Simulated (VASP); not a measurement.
All values below come from LDA (Ceperley-Alder, Perdew-Zunger), VASP's LDA PAW potentials (set 64) (plane waves; VASP).

VASP input:

### INCAR
```
# general
SYSTEM   =  CoAl
PREC     =  Accurate
ENCUT    =  500
LREAL    =  .False.
LASPH    =  .True.

# electronic loop
EDIFF    =  1E-6
NELM     =  100
ALGO     =  Normal
LMAXMIX  =  4

# smearing
ISMEAR   =  1
SIGMA    =  0.1

# ions
IBRION   =  2
NSW      =  40
ISIF     =  3
EDIFFG   =  -0.02
PSTRESS  =  200

# output
LWAVE    =  .False.
LCHARG   =  .False.
```

**KPOINTS**
```
Automatic mesh
0
Gamma
13 13 13
0 0 0
```

POSCAR:
```
CoAl
1
    2.7546578650     0.0000000000     0.0000000000
    0.0000000000     2.7546578650     0.0000000000
    0.0000000000     0.0000000000     2.7546578650
Al Co
1 1
Direct
  0.5000000000   0.5000000000   0.5000000000
  0.0000000000   0.0000000000   0.0000000000
```

POTCAR, in this order: Al Co (LDA.64 set). Program: vasp_std.

Output of the run:

**OUTCAR**
```
 ion  position               nearest neighbor table
   1  0.500  0.500  0.500-   2 2.39   2 2.39   2 2.39   2 2.39   2 2.39   2 2.39   2 2.39   2 2.39
  LATTYP: Found a simple cubic cell.
 ALAT       =     2.7546578650
 Subroutine PRICEL returns:
 Original cell was already a primitive cell.
 Subroutine GETGRP returns: Found 48 space group operations
The static configuration has the point symmetry O_h .
The dynamic configuration has the point symmetry O_h .
 Subroutine INISYM returns: Found 48 space group operations
 Subroutine IBZKPT returns following result:
 Found     84 irreducible k-points:

 Following reciprocal coordinates:
            Coordinates               Weight
  0.000000  0.000000  0.000000      1.000000
  0.076923  0.000000  0.000000      6.000000
  0.153846  0.000000  0.000000      6.000000
  0.230769  0.000000  0.000000      6.000000
  0.307692  0.000000  0.000000      6.000000
  0.384615  0.000000  0.000000      6.000000
  0.461538  0.000000  0.000000      6.000000
  0.076923  0.076923  0.000000     12.000000
  0.153846  0.076923  0.000000     24.000000
  0.230769  0.076923  0.000000     24.000000
...
```

### OSZICAR
```
       N       E                     dE             d eps       ncg     rms          rms(c)
DAV:   1     0.362731763887E+02    0.36273E+02   -0.52608E+03  1680   0.126E+03
DAV:   2    -0.140549568254E+02   -0.50328E+02   -0.47756E+02  1690   0.194E+02
DAV:   3    -0.153401108513E+02   -0.12852E+01   -0.12776E+01  2002   0.408E+01
DAV:   4    -0.153616079060E+02   -0.21497E-01   -0.21488E-01  2062   0.474E+00
DAV:   5    -0.153622060324E+02   -0.59813E-03   -0.59811E-03  1964   0.769E-01    0.132E+01
DAV:   6    -0.172381333412E+02   -0.18759E+01   -0.61468E+01  1866   0.124E+02    0.154E+01
DAV:   7    -0.137250689673E+02    0.35131E+01   -0.27239E+01  1856   0.789E+01    0.210E+00
DAV:   8    -0.136988990456E+02    0.26170E-01   -0.20596E-01  1776   0.421E+00    0.121E+00
DAV:   9    -0.136817689090E+02    0.17130E-01   -0.47455E-02  2066   0.304E+00    0.304E-01
DAV:  10    -0.136813219435E+02    0.44697E-03   -0.11095E-03  2256   0.513E-01    0.155E-01
DAV:  11    -0.136813045793E+02    0.17364E-04   -0.25128E-05  1954   0.493E-02    0.151E-02
DAV:  12    -0.136812997254E+02    0.48538E-05   -0.16462E-05  1964   0.618E-02    0.615E-03
DAV:  13    -0.136812996632E+02    0.62221E-07   -0.40610E-07   878   0.693E-03
   1 F= -.11072009E+02 E0= -.11071793E+02  d E =-.110720E+02
       N       E                     dE             d eps       ncg     rms          rms(c)
DAV:   1    -0.149701500085E+02   -0.12889E+01   -0.23308E+01  1814   0.879E+01    0.119E+01
DAV:   2    -0.160381749767E+02   -0.10680E+01   -0.48395E+01  1876   0.115E+02    0.123E+01
DAV:   3    -0.134485671409E+02    0.25896E+01   -0.20393E+01  1864   0.720E+01    0.210E+00
DAV:   4    -0.134225665514E+02    0.26001E-01   -0.15340E-01  1802   0.385E+00    0.138E+00
DAV:   5    -0.134024133114E+02    0.20153E-01   -0.61720E-02  2166   0.338E+00    0.381E-01
DAV:   6    -0.134020070404E+02    0.40627E-03   -0.18973E-03  1912   0.687E-01    0.123E-01
DAV:   7    -0.134020038076E+02    0.32328E-05   -0.63045E-05  2544   0.807E-02    0.330E-02
DAV:   8    -0.134019995875E+02    0.42201E-05   -0.19372E-05  1888   0.677E-02    0.526E-03
DAV:   9    -0.134019995845E+02    0.29905E-08   -0.38924E-07   894   0.848E-03
   2 F= -.11031345E+02 E0= -.11031092E+02  d E =0.406648E-01
       N       E                     dE             d eps       ncg     rms          rms(c)
DAV:   1    -0.142205612169E+02   -0.81856E+00   -0.94098E+00  1808   0.580E+01    0.682E+00
DAV:   2    -0.147716102608E+02   -0.55105E+00   -0.21210E+01  1934   0.726E+01    0.851E+00
DAV:   3    -0.136313463180E+02    0.11403E+01   -0.77133E+00  1924   0.460E+01    0.137E+00
DAV:   4    -0.136194248050E+02    0.11922E-01   -0.31168E-02  1706   0.207E+00    0.828E-01
DAV:   5    -0.136122234584E+02    0.72013E-02   -0.14924E-02  2450   0.143E+00    0.112E-01
DAV:   6    -0.136122416406E+02   -0.18182E-04   -0.20759E-04  1752   0.159E-01    0.420E-02
DAV:   7    -0.136122384126E+02    0.32280E-05   -0.13390E-05  2076   0.503E-02    0.690E-03
DAV:   8    -0.136122383873E+02    0.25293E-07   -0.20409E-07   888   0.618E-03
   3 F= -.11096579E+02 E0= -.11096318E+02  d E =-.245693E-01
```

OUTCAR:
```
------------------------ aborting loop because EDIFF is reached ----------------------------------------
  FORCE on cell =-STRESS in cart. coord.  units (eV):
  Direction    XX          YY          ZZ          XY          YZ          ZX
  --------------------------------------------------------------------------------------
  Total        2.4900718      2.4900718      2.4900718     -0.0000000     -0.0000000      0.0000000
  in kB      197.9657082    197.9657082    197.9657082     -0.0000000     -0.0000000      0.0000000
  external PRESSURE =      -2.0342918 kB  Pullay stress =     200.0000000 kB
  volume of cell :       20.15
      direct lattice vectors                 reciprocal lattice vectors
     2.721306731  0.000000000 -0.000000000     0.367470520  0.000000000  0.000000000
    -0.000000000  2.721306731 -0.000000000    -0.000000000  0.367470520 -0.000000000
    -0.000000000  0.000000000  2.721306731     0.000000000  0.000000000  0.367470520
 POSITION                                       TOTAL-FORCE (eV/Angst)
 -----------------------------------------------------------------------------------
      1.36065      1.36065      1.36065        -0.000000      0.000000      0.000000
      0.00000      0.00000      0.00000         0.000000     -0.000000      0.000000
 -----------------------------------------------------------------------------------
    total drift:                               -0.000000      0.000000     -0.000000
  FREE ENERGIE OF THE ION-ELECTRON SYSTEM (eV)
  ---------------------------------------------------
  free  energy   TOTEN  =       -13.6122383873 eV

  energy  without entropy=      -13.6114569631  energy(sigma->0) =      -13.61197791
  enthalpy is  TOTEN    =       -11.0965786401 eV   P V=        2.5156597472

 reached required accuracy - stopping structural energy minimisation
```
(Selected blocks of OUTCAR.)

File CONTCAR:
```
CoAl
   1.00000000000000
     2.7213067306923748    0.0000000000000000   -0.0000000000000000
    -0.0000000000000000    2.7213067306923748   -0.0000000000000000
    -0.0000000000000000    0.0000000000000000    2.7213067306923748
  Al              Co
     1     1
Direct
     0.5000000000000000    0.5000000000000000    0.5000000000000000
     0.0000000000000000    0.0000000000000000    0.0000000000000000
```

OUTCAR:
```
 val. band max:       12.2364627376   @ k =   0.4615   0.3846   0.3077

 cond. band min:      12.2781667905   @ k =   0.4615   0.3846   0.0769


 Fermi energy:        12.2597241764

 k-point     1 :       0.0000    0.0000    0.0000
  band No.  band energies     occupation
      1       0.3049      2.00000
      2       8.6018      2.00000
      3       8.6018      2.00000
      4      11.2888      2.00000
      5      11.2888      2.00000
      6      11.2888      2.00000
      7      18.9633      0.00000
      8      18.9633      0.00000
      9      18.9633      0.00000
     10      21.6838      0.00000

 k-point     2 :       0.0769    0.0000    0.0000
  band No.  band energies     occupation
      1       0.4288      2.00000
      2       8.5986      2.00000
      3       8.6393      2.00000
      4      11.2162      2.00000
      5      11.2162      2.00000
      6      11.2968      2.00000
      7      17.8341      0.00000
      8      19.1356      0.00000
      9      19.1356      0.00000
     10      21.6491      0.00000

 k-point     3 :       0.1538    0.0000    0.0000
  band No.  band energies     occupation
      1       0.7973      2.00000
      2       8.5517      2.00000
      3       8.7451      2.00000
      4      11.0253      2.00000
      5      11.0253      2.00000
      6      11.3192      2.00000
      7      16.0595      0.00000
      8      19.6264      0.00000
      9      19.6264      0.00000
     10      21.5474      0.00000

 k-point     4 :       0.2308    0.0000    0.0000
  band No.  band energies     occupation
      1       1.4008      2.00000
      2       8.3430      2.00000
      3       8.8997      2.00000
      4      10.7776      2.00000
      5      10.7776      2.00000
      6      11.3510      2.00000
      7      14.4730      0.00000
      8      20.3761      0.00000
      9      20.3761      0.00000
     10      21.3897      0.00000

 k-point     5 :       0.3077    0.0000    0.0000
...
```

Energy and stress use the plane-wave basis of the starting cell.

The compound is CoAl in the CsCl type structure. This run relaxes it under an external pressure of 20 GPa. Symmetry was kept, so distortions that lower it aren't found. The run is not spin-polarised, so no magnetic state was tried.
